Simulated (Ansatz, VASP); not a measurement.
# ZnS (Wurtzite-2H) in two plane-wave programs

One calculation is typed for both programs; each brings its own data sets. How far apart do they land? The cell is taken from a series of runs on this material, whose earlier steps may have relaxed, scaled, displaced or heated it; both programs get it as it stands.

Method: plane waves, with VASP 6.6.1 beside it; zone-centre phonons at PBE, in Ansatz 0.2.0.

### Step 1. The structure

Symmetry: P6_3mc, No. 186, hexagonal system. The conventional cell has a = 3.792 Å, b = 3.792 Å, c = 6.226 Å, α = 90.00°, β = 90.00°, γ = 120.00°. S has 4 Zn at 2.33 Å nearest. Nearest to Zn lie 4 S at 2.33 Å. Farther neighbours and most contacts between anions are not listed.

Coordinates:

```xyz
4
Lattice="3.7916 0.0000 0.0000 -1.8958 3.2837 0.0000 0.0000 0.0000 6.2258" Properties=species:S:1:pos:R:3 pbc="T T T"
S     0.0000    2.1891    2.3628
S     1.8958    1.0946    5.4757
Zn    0.0000    2.1891    0.0341
Zn    1.8958    1.0946    3.1470
```

### Step 2. VASP: zone-centre phonons, PBE

Second derivatives magnify differences that forces hide, and they need a tight electronic threshold.

Lines of VASP's logs that name or quote its potential files are left out, and so is its time.

INCAR

```
SYSTEM = ZnS
PREC = Accurate
ENCUT = 500
EDIFF = 1E-08
NELM = 120
ISMEAR = 0
SIGMA = 0.01
LREAL = .FALSE.
ALGO = Normal
GGA = PE
NBANDS = 24
LORBIT = 11
LWAVE = .FALSE.
LCHARG = .FALSE.
ISIF = 2
IBRION = 8
LEPSILON = .TRUE.
LASPH = .TRUE.
GGA_COMPAT = .FALSE.
EFERMI = MIDGAP
KPAR = 2
```

POSCAR

```
ZnS
1.0
    3.7916475188      0.0000000000      0.0000000000
   -1.8958237594      3.2836630735      0.0000000000
    0.0000000000      0.0000000000      6.2257922133
S Zn
2 2
Direct
    0.3333333333      0.6666666667      0.3795183635
    0.6666666667      0.3333333333      0.8795183635
    0.3333333333      0.6666666667      0.0054816365
    0.6666666667      0.3333333333      0.5054816365
```

KPOINTS

```
Automatic mesh
0
Gamma
12 12 8
0 0 0
```

PAW data sets: S and Zn (PBE family, release 64).

Command:

```
> mpirun -np 2 vasp_std
```

Numbers of over 12 decimals in the logs are rounded to 6 here.

The log of the run:

```text
[banner, memory and clock lines left out]
running    2 mpi-ranks, on    1 nodes
 distrk:  each k-point on    1 cores,    2 groups
 distr:  one band on    1 cores,    1 groups

 POSCAR found type information on POSCAR S Zn
 POSCAR found :  2 types and       4 ions
 LDA part: xc-table for (Slater+PW92), standard interpolation
 POSCAR, INCAR and KPOINTS ok, starting setup
 FFT: planning ... GRIDC
 FFT: planning ... GRID_SOFT
 FFT: planning ... GRID
 WAVECAR not read
 entering main loop
       N       E                     dE             d eps       ncg     rms          rms(c)
DAV:   1     0.232066129579E+03    0.23207E+03   -0.17035E+04  4560   0.177E+03
DAV:   2     0.638142025613E+01   -0.22568E+03   -0.21793E+03  4848   0.358E+02
DAV:   3    -0.140973117208E+02   -0.20479E+02   -0.20373E+02  5680   0.110E+02
DAV:   4    -0.145090837780E+02   -0.41177E+00   -0.41152E+00  5368   0.162E+01
DAV:   5    -0.145167428524E+02   -0.76591E-02   -0.76584E-02  5848   0.208E+00    0.101E+01
DAV:   6    -0.136572683018E+02    0.85947E+00   -0.18499E+00  6944   0.404E+01    0.776E+00
DAV:   7    -0.136718464396E+02   -0.14578E-01   -0.16580E+00  5232   0.735E+00    0.346E+00
DAV:   8    -0.136588006125E+02    0.13046E-01   -0.66549E-02  6112   0.308E+00    0.110E+00
DAV:   9    -0.136593360593E+02   -0.53545E-03   -0.16127E-02  6464   0.193E+00    0.263E-01
DAV:  10    -0.136594577099E+02   -0.12165E-03   -0.93037E-04  5504   0.419E-01    0.130E-01
DAV:  11    -0.136596895036E+02   -0.23179E-03   -0.42713E-04  5272   0.133E-01    0.930E-02
DAV:  12    -0.136596833354E+02    0.61683E-05   -0.17887E-05  6104   0.372E-02    0.711E-03
DAV:  13    -0.136596865673E+02   -0.32320E-05   -0.41236E-06  5208   0.124E-02    0.308E-03
DAV:  14    -0.136596867803E+02   -0.21297E-06   -0.34577E-07  5720   0.863E-03    0.606E-04
DAV:  15    -0.136596868630E+02   -0.82677E-07   -0.10364E-07  5336   0.284E-03    0.718E-04
DAV:  16    -0.136596868638E+02   -0.77398E-09   -0.56985E-09  4136   0.689E-04
   1 F= -.13659687E+02 E0= -.13659687E+02  d E =0.000000E+00
 Linear response reoptimize wavefunctions to high precision
DAV:   1    -0.136596868597E+02    0.40454E-08   -0.17975E-09  3744   0.375E-04
DAV:   2    -0.136596868598E+02   -0.70941E-10   -0.56162E-10  2880   0.215E-04
 Linear response G [H, r] |phi>, progress :
  Direction:   1
       N       E                     dE             d eps       ncg     rms
RMM:   1    -0.827669777865E+02   -0.82767E+02    0.44655E+02  8712   0.920E+01
RMM:   2    -0.904862380166E+02   -0.77193E+01   -0.27135E+01  7502   0.342E+01
RMM:   3    -0.910279683743E+02   -0.54173E+00   -0.17964E+00  8138   0.865E+00
RMM:   4    -0.910469827788E+02   -0.19014E-01   -0.80382E-02  8297   0.177E+00
RMM:   5    -0.910482590528E+02   -0.12763E-02   -0.83295E-03  8359   0.453E-01
RMM:   6    -0.910484928902E+02   -0.23384E-03   -0.10862E-03  8434   0.130E-01
RMM:   7    -0.910485437408E+02   -0.50851E-04   -0.34785E-04  8490   0.411E-02
RMM:   8    -0.910485455610E+02   -0.18201E-05   -0.14122E-04  8588   0.137E-02
RMM:   9    -0.910485409898E+02    0.45712E-05   -0.60155E-05  8635   0.516E-03
RMM:  10    -0.910485383704E+02    0.26194E-05   -0.24715E-05  7295   0.230E-03
RMM:  11    -0.910485376296E+02    0.74073E-06   -0.15812E-05  6090   0.123E-03
RMM:  12    -0.910485364326E+02    0.11971E-05   -0.14815E-05  5560   0.827E-04
RMM:  13    -0.910485363767E+02    0.55896E-07   -0.19240E-05  5330   0.651E-04
RMM:  14    -0.910485364024E+02   -0.25720E-07   -0.13015E-05  5173   0.581E-04
RMM:  15    -0.910485363042E+02    0.98158E-07   -0.14979E-05  5068   0.547E-04
RMM:  16    -0.910485363966E+02   -0.92328E-07   -0.19734E-06  4981   0.530E-04
RMM:  17    -0.910485362479E+02    0.14863E-06   -0.12334E-05  4866   0.522E-04
RMM:  18    -0.910485363764E+02   -0.12847E-06    0.79996E-06  4766   0.517E-04
 Linear response G [H, r] |phi>, progress :
  Direction:   2
       N       E                     dE             d eps       ncg     rms
RMM:   1    -0.972890133943E+02   -0.97289E+02    0.26826E+02  8812   0.889E+01
RMM:   2    -0.101488561454E+03   -0.41995E+01   -0.22038E+01  7426   0.328E+01
RMM:   3    -0.101967633809E+03   -0.47907E+00   -0.13808E+00  8140   0.789E+00
RMM:   4    -0.101990499943E+03   -0.22866E-01   -0.72968E-02  8204   0.164E+00
RMM:   5    -0.101991649968E+03   -0.11500E-02   -0.19312E-02  8312   0.444E-01
RMM:   6    -0.101991531567E+03    0.11840E-03   -0.95955E-03  8356   0.133E-01
RMM:   7    -0.101991263782E+03    0.26779E-03   -0.59192E-03  8448   0.441E-02
RMM:   8    -0.101991026675E+03    0.23711E-03   -0.33215E-03  8547   0.158E-02
RMM:   9    -0.101990986723E+03    0.39953E-04   -0.28939E-03  8581   0.615E-03
RMM:  10    -0.101990759003E+03    0.22772E-03   -0.60148E-04  7229   0.278E-03
RMM:  11    -0.101990735688E+03    0.23315E-04   -0.35913E-04  6098   0.137E-03
RMM:  12    -0.101990716692E+03    0.18996E-04   -0.19635E-04  5533   0.898E-04
[...]
RMM:   3    -0.104880496984E+01    0.62343E-01   -0.89518E-02 26434   0.128E+00    0.108E+00
RMM:   4    -0.107994636090E+01   -0.31141E-01   -0.73126E-02 27027   0.118E+00    0.301E-01
RMM:   5    -0.110719356016E+01   -0.27247E-01   -0.62460E-03 27157   0.386E-01    0.726E-02
RMM:   6    -0.110688674776E+01    0.30681E-03   -0.13802E-03 27456   0.174E-01    0.385E-02
[...]
RMM:   6    -0.106279961927E+00    0.22948E-04   -0.99942E-07 49858   0.490E-03    0.401E-03
RMM:   7    -0.106292164587E+00   -0.12203E-04    0.34074E-08 47133   0.204E-03    0.632E-04
RMM:   8    -0.106289267009E+00    0.28976E-05    0.16062E-07 49383   0.661E-04    0.987E-05
RMM:   9    -0.106288127777E+00    0.11392E-05    0.25020E-07 49423   0.252E-04    0.695E-05
RMM:  10    -0.106288423008E+00   -0.29523E-06    0.23586E-07 50484   0.882E-05    0.164E-05
RMM:  11    -0.106288688308E+00   -0.26530E-06    0.23575E-07 48120   0.464E-05    0.660E-06
RMM:  12    -0.106288645851E+00    0.42456E-07    0.23890E-07 51102   0.235E-05    0.164E-06
RMM:  13    -0.106288648096E+00   -0.22442E-08    0.23336E-07 43063   0.143E-05    0.157E-06
RMM:  14    -0.106288645728E+00    0.23674E-08    0.22356E-07 36933   0.120E-05    0.176E-07
RMM:  15    -0.106288646203E+00   -0.47460E-09    0.22505E-07 29218   0.111E-05    0.111E-07
RMM:  16    -0.106288646510E+00   -0.30752E-09    0.22598E-07 25581   0.108E-05    0.473E-08
 first order change of Fermi-energy  -0.71382E-01
 force on displaced ion       1 direction 1 :  -6.909   0.000  -0.000
 Born effective charge ion    1 direction 1 :  -1.923   0.000  -0.000
 Linear response progress:
  Degree of freedom:   2/  4
       N       E                     dE             d eps       ncg     rms          rms(c)
RMM:   1    -0.128238885396E+00   -0.12824E+00    0.57285E-02 16272   0.198E+00
RMM:   2    -0.123879317039E+00    0.43596E-02   -0.75052E-03  9550   0.720E-01    0.191E-01
RMM:   3    -0.124161745474E+00   -0.28243E-03   -0.87257E-04 11009   0.178E-01    0.926E-02
RMM:   4    -0.124438234961E+00   -0.27649E-03   -0.95784E-05 10111   0.603E-02    0.316E-02
RMM:   5    -0.124496681398E+00   -0.58446E-04   -0.15453E-05 11001   0.223E-02    0.928E-03
RMM:   6    -0.124485000635E+00    0.11681E-04    0.31717E-07 11293   0.513E-03    0.514E-03
RMM:   7    -0.124488344163E+00   -0.33435E-05    0.30983E-08 11338   0.164E-03    0.160E-03
RMM:   8    -0.124489686599E+00   -0.13424E-05   -0.75720E-08 10130   0.113E-03    0.232E-04
RMM:   9    -0.124490086359E+00   -0.39976E-06   -0.19901E-07 11347   0.329E-04    0.101E-04
RMM:  10    -0.124490168253E+00   -0.81893E-07   -0.13393E-07 11535   0.108E-04    0.460E-05
RMM:  11    -0.124490133316E+00    0.34936E-07   -0.10369E-07 11371   0.461E-05    0.160E-05
RMM:  12    -0.124490116668E+00    0.16649E-07   -0.13862E-07 11028   0.355E-05    0.466E-06
RMM:  13    -0.124490137684E+00   -0.21017E-07   -0.12048E-07 11272   0.193E-05    0.159E-06
RMM:  14    -0.124490149752E+00   -0.12067E-07   -0.11523E-07  9878   0.161E-05    0.643E-07
RMM:  15    -0.124490149616E+00    0.13610E-09   -0.12120E-07  7542   0.138E-05    0.238E-07
RMM:  16    -0.124490149066E+00    0.54969E-09   -0.12335E-07  7005   0.136E-05    0.166E-07
RMM:  17    -0.124490149123E+00   -0.57414E-10   -0.12345E-07  5953   0.135E-05    0.333E-08
 first order change of Fermi-energy  -0.62147E-01
 force on displaced ion       1 direction 3 :  -0.000   0.000  -9.740
 Born effective charge ion    1 direction 3 :   0.000  -0.000  -2.027
 Linear response progress:
  Degree of freedom:   3/  4
       N       E                     dE             d eps       ncg     rms          rms(c)
RMM:   1    -0.212064820311E+00   -0.21206E+00   -0.73497E-03 41831   0.185E+00
RMM:   2    -0.209758291834E+00    0.23065E-02   -0.37093E-03 43640   0.420E-01    0.124E-01
RMM:   3    -0.209532072700E+00    0.22622E-03   -0.11197E-04 50100   0.670E-02    0.730E-02
RMM:   4    -0.209198181507E+00    0.33389E-03   -0.17185E-05 49780   0.268E-02    0.395E-03
RMM:   5    -0.209183930386E+00    0.14251E-04   -0.28497E-06 51183   0.433E-03    0.186E-03
RMM:   6    -0.209179251840E+00    0.46785E-05   -0.70651E-07 50523   0.255E-03    0.415E-04
RMM:   7    -0.209179330529E+00   -0.78689E-07   -0.55263E-07 51786   0.606E-04    0.213E-04
RMM:   8    -0.209178625040E+00    0.70549E-06   -0.30501E-07 50562   0.456E-04    0.400E-05
RMM:   9    -0.209178408344E+00    0.21670E-06   -0.99278E-08 51994   0.931E-05    0.276E-05
RMM:  10    -0.209178346197E+00    0.62147E-07   -0.20317E-08 50055   0.566E-05    0.521E-06
RMM:  11    -0.209178362141E+00   -0.15943E-07   -0.22470E-08 51994   0.226E-05    0.253E-06
RMM:  12    -0.209178380424E+00   -0.18283E-07   -0.46049E-09 47146   0.155E-05    0.632E-07
RMM:  13    -0.209178382798E+00   -0.23741E-08   -0.62019E-09 36712   0.114E-05    0.250E-07
 first order change of Fermi-energy  -0.14069E+00
 force on displaced ion       3 direction 1 :  -6.112   0.001  -0.000
 Born effective charge ion    3 direction 1 :   1.923  -0.000   0.000
 Linear response progress:
  Degree of freedom:   4/  4
       N       E                     dE             d eps       ncg     rms          rms(c)
RMM:   1    -0.218475951619E+00   -0.21848E+00   -0.61009E-03  9438   0.186E+00
RMM:   2    -0.215636259317E+00    0.28397E-02   -0.39336E-03  9959   0.439E-01    0.148E-01
RMM:   3    -0.215288184436E+00    0.34807E-03   -0.19234E-04 11231   0.824E-02    0.786E-02
RMM:   4    -0.214916379465E+00    0.37180E-03   -0.39113E-05 11149   0.432E-02    0.204E-02
RMM:   5    -0.214819989100E+00    0.96390E-04   -0.31656E-07 11439   0.187E-02    0.725E-03
RMM:   6    -0.214822304110E+00   -0.23150E-05    0.50112E-06 10699   0.556E-03    0.450E-03
RMM:   7    -0.214828649920E+00   -0.63458E-05    0.15675E-06 10958   0.307E-03    0.641E-04
RMM:   8    -0.214829984583E+00   -0.13347E-05    0.50632E-07 10970   0.945E-04    0.231E-04
RMM:   9    -0.214829911573E+00    0.73010E-07   -0.24982E-07 11671   0.284E-04    0.565E-05
RMM:  10    -0.214829951110E+00   -0.39537E-07   -0.26899E-07 11407   0.156E-04    0.325E-05
RMM:  11    -0.214829988627E+00   -0.37517E-07   -0.15177E-07 11748   0.523E-05    0.116E-05
RMM:  12    -0.214830057420E+00   -0.68793E-07   -0.11417E-07 11441   0.303E-05    0.378E-06
RMM:  13    -0.214830069592E+00   -0.12172E-07   -0.12019E-07 10835   0.167E-05    0.851E-07
RMM:  14    -0.214830065845E+00    0.37468E-08   -0.10961E-07  9991   0.106E-05    0.552E-07
RMM:  15    -0.214830066029E+00   -0.18417E-09   -0.11230E-07  7388   0.885E-06    0.164E-07
RMM:  16    -0.214830065377E+00    0.65197E-09   -0.98949E-08  7238   0.858E-06    0.829E-08
 first order change of Fermi-energy   0.61982E-01
 force on displaced ion       3 direction 3 :  -0.000   0.000  -8.103
 Born effective charge ion    3 direction 3 :   0.000   0.000   2.027
 Born effective charges drift removed
 Linear response finished
```

(Continued in part 2 of 3.)

[Lines on the potential files, build, host, timing and source positions are cut from VASP's logs without a mark.]

[Logs are printed without paths, hosts, clocks, repeated set-up lines and the standing remarks that a program may print on its own settings, such as how far it seeks lower states.]

[Hosts, paths, dates, database ids (printed as entryN), source tags and the programs' standing remarks are cut or masked in the printed files.]
